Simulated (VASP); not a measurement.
Calculation: PBE GGA, VASP's PBE PAW potentials (set 64) (plane waves; VASP 6.6.1).

VASP ran on this input.

### INCAR
```
! general
SYSTEM  = KI
PREC    = Accurate
ENCUT   = 520
LREAL   = .False.
LASPH   = .True.
ICHARG  = 11

! electronic loop
EDIFF   = 1E-6
NELM    = 100
ALGO    = Normal
LMAXMIX = 4

! smearing
ISMEAR  = 0
SIGMA   = 0.05

! functional
GGA     = PE

! output
LWAVE   = .False.
LCHARG  = .False.
```

KPOINTS:
```
k-points along high-symmetry lines
15
Line-mode
Reciprocal
  0.000000   0.000000   0.000000 ! GAMMA
  0.500000   0.000000   0.500000 ! X

  0.500000   0.000000   0.500000 ! X
  0.625000   0.250000   0.625000 ! U

  0.375000   0.375000   0.750000 ! K
  0.000000   0.000000   0.000000 ! GAMMA

  0.000000   0.000000   0.000000 ! GAMMA
  0.500000   0.500000   0.500000 ! L

  0.500000   0.500000   0.500000 ! L
  0.500000   0.250000   0.750000 ! W

  0.500000   0.250000   0.750000 ! W
  0.500000   0.000000   0.500000 ! X
```

### POSCAR
```
KI
5.0823090
  0.0000000000   0.7071067649   0.7071067649
  0.7071067649   0.0000000000   0.7071067649
  0.7071067649   0.7071067649   0.0000000000
K I
1 1
direct
  0.0000000000   0.0000000000   0.0000000000
  0.5000000000   0.5000000000   0.5000000000
```

POTCAR, in this order: K_sv I (PBE.64 set). Program: vasp_std. Read from the step before: CHGCAR.

Output of the run:

### OUTCAR
```
 ion  position               nearest neighbor table
   1  0.000  0.000  0.000-   2 3.59   2 3.59   2 3.59   2 3.59   2 3.59   2 3.59
   2  0.500  0.500  0.500-   1 3.59   1 3.59   1 3.59   1 3.59   1 3.59   1 3.59
  LATTYP: Found a face centered cubic cell.
 ALAT       =     7.1874701508
 Subroutine PRICEL returns:
 Original cell was already a primitive cell.
 Subroutine GETGRP returns: Found 48 space group operations
The static configuration has the point symmetry O_h .
The dynamic configuration has the point symmetry O_h .
 Subroutine INISYM returns: Found 48 space group operations
   k-points           NKPTS =     90   k-points in BZ     NKDIM =     90   number of bands    NBANDS=     12
   number of dos      NEDOS =    301   number of ions     NIONS =      2
   total plane-waves  NPLWV =  64000
   dimension x,y,z NGX =    40 NGY =   40 NGZ =   40
   dimension x,y,z NGXF=    80 NGYF=   80 NGZF=   80
   ions per type =               1   1
   PREC   = accura    normal or accurate (medium, high low for compatibility)
   ISTART =      0    job   : 0-new  1-cont  2-samecut
   ICHARG =     11    charge: 1-file 2-atom 10-const
   ISPIN  =      1    spin polarized calculation?
   LNONCOLLINEAR =      F non collinear calculations
   LSORBIT =      F    spin-orbit coupling
   INIWAV =      1    electr: 0-lowe 1-rand  2-diag
   ENCUT  =  520.0 eV  38.22 Ry    6.18 a.u.   9.45  9.45  9.45*2*pi/ulx,y,z
   NELM   =    100;   NELMIN=  2; NELMDL= -5     # of ELM steps
   EDIFF  = 0.1E-05   stopping-criterion for ELM
   LREAL  =      F    real-space projection
   NLSPLINE    = F    spline interpolate recip. space projectors
   LMAXMIX     =    4 max onsite mixed and CHGCAR
   VOSKOWN=      0    Vosko Wilk Nusair interpolation
   EDIFFG = 0.1E-04   stopping-criterion for IOM
   NSW    =      0    number of steps for IOM
   NBLOCK =      1;   KBLOCK =      1    inner block; outer block
   IBRION =     -1    ionic relax: 0-MD 1-quasi-New 2-CG
   NFREE  =      0    steps in history (QN), initial steepest desc. (CG)
   ISIF   =      2    stress and relaxation
   ISYM   =      2    0-nonsym 1-usesym 2-fastsym
   TEIN   =    0.0    initial temperature
   TEBEG  =    0.0;   TEEND  =   0.0 temperature during run
...
```

File OSZICAR:
```
       N       E                     dE             d eps       ncg     rms          rms(c)
DAV:   1     0.953227525857E+02    0.95323E+02   -0.66496E+03  2160   0.113E+03
DAV:   2     0.142403371537E+01   -0.93899E+02   -0.87528E+02  2540   0.246E+02
DAV:   3    -0.486249862286E+01   -0.62865E+01   -0.62518E+01  2784   0.594E+01
DAV:   4    -0.521593102059E+01   -0.35343E+00   -0.35313E+00  4008   0.120E+01
DAV:   5    -0.521770241058E+01   -0.17714E-02   -0.17713E-02  2732   0.893E-01
DAV:   6    -0.521774661646E+01   -0.44206E-04   -0.44206E-04  3144   0.111E-01
DAV:   7    -0.521774760178E+01   -0.98532E-06   -0.98533E-06  3212   0.173E-02
   1 F= -.52177476E+01 E0= -.52177476E+01  d E =-.568462E-11
```

**OUTCAR**
```
 val. band max:       -0.6718831582   @ k =   0.0000   0.0000   0.0000

 cond. band min:       3.1753999023   @ k =   0.0000   0.0000   0.0000



 k-point     1 :       0.0000    0.0000    0.0000
  band No.  band energies     occupation
      1     -29.2683      2.00000
      2     -12.7497      2.00000
      3     -12.7497      2.00000
      4     -12.7497      2.00000
      5     -11.1009      2.00000
      6      -0.6719      2.00000
      7      -0.6719      2.00000
      8      -0.6719      2.00000
      9       3.1754      0.00000
     10       5.8403      0.00000
     11       5.8403      0.00000
     12       5.8403      0.00000

 k-point     2 :       0.0357    0.0000    0.0357
  band No.  band energies     occupation
      1     -29.2683      2.00000
      2     -12.7514      2.00000
      3     -12.7499      2.00000
      4     -12.7499      2.00000
      5     -11.0971      2.00000
      6      -0.7004      2.00000
      7      -0.6772      2.00000
      8      -0.6772      2.00000
      9       3.2186      0.00000
     10       5.8060      0.00000
     11       5.8696      0.00000
     12       5.8720      0.00000

 k-point     3 :       0.0714    0.0000    0.0714
  band No.  band energies     occupation
      1     -29.2682      2.00000
      2     -12.7562      2.00000
      3     -12.7504      2.00000
      4     -12.7504      2.00000
      5     -11.0864      2.00000
      6      -0.7799      2.00000
      7      -0.6925      2.00000
      8      -0.6925      2.00000
      9       3.3409      0.00000
     10       5.7100      0.00000
     11       5.9568      0.00000
     12       5.9569      0.00000

 k-point     4 :       0.1071    0.0000    0.1071
  band No.  band energies     occupation
      1     -29.2681      2.00000
      2     -12.7632      2.00000
      3     -12.7513      2.00000
      4     -12.7513      2.00000
      5     -11.0702      2.00000
      6      -0.8946      2.00000
      7      -0.7167      2.00000
...
```

The density is held fixed in this step, so its total energy and stress have no physical meaning. Unless said otherwise, spin-orbit coupling is left out, though it shifts the bands of the heavy elements here.

The compound is KI in the rock salt structure. It was relaxed first, which changed the volume by +5 %.
